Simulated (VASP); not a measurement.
An input for Ansatz (written as the equivalent of a VASP run, and not itself run):

Ansatz 0.2 input:
```yaml
crystal:
  lattice:
    - [0.0000000, 2.8749690, 2.8001520]
    - [2.8386380, 0.0000000, 2.8001520]
    - [2.8386380, 2.8749690, 0.0000000]
  atoms:
    - { symbol: Li, position: [0.2500000, 0.2500000, 0.2500000] }
    - { symbol: Li, position: [0.7500000, 0.7500000, 0.7500000] }
    - { symbol: S, position: [-0.0152370, 0.0152370, 0.0152370] }
kpoints:
  mp_grid: { grid: [6, 6, 6] }
hamiltonian:
  xc: pbe
  pseudopotentials: { kind: paw }
scf:
  occupations: { method: gaussian, width: 0.05 }
  max_iter: 100
output: { forces: true, stress: true, eigenvalues: true }
```

Problem. Translate this input to VASP (INCAR, KPOINTS, POSCAR, choice of POTCAR).

Solution. Several could match; the one computed here: 
### POSCAR
```
Li2S
1.0
  0.0000000000   2.8749690000   2.8001520000
  2.8386380000   0.0000000000   2.8001520000
  2.8386380000   2.8749690000   0.0000000000
Li S
2 1
Cartesian
  1.4193190000   1.4374845000   1.4000760000
  4.2579570000   4.3124535000   4.2002280000
  0.0865046544   0.0000000000   0.0000000000
```

### KPOINTS
```
Automatic mesh
0
Gamma
6 6 6
0 0 0
```

**INCAR**
```
ALGO = Normal
EDIFF = 1E-6
ENCUT = 520
GGA = PE
ISIF = 2
ISMEAR = 0
LASPH = .TRUE.
LCHARG = .FALSE.
LREAL = .FALSE.
LWAVE = .FALSE.
NELM = 100
PREC = Accurate
SIGMA = 0.05
SYSTEM = Li2S
```

POTCAR, in this order: Li_sv S (PBE.64 set). Program: vasp_std.

Limits of the translation: each code has its own PAW files, so the cut-off isn't converted (ENCUT is set for VASP's; basis.ecutwfc is left out, and Ansatz then takes the one that its files recommend); Ansatz stops its SCF on the density residual and VASP on the energy change (EDIFF).

The compound is Li2S in the antifluorite structure. The cell was not relaxed at this level, atoms are displaced from their ideal sites.
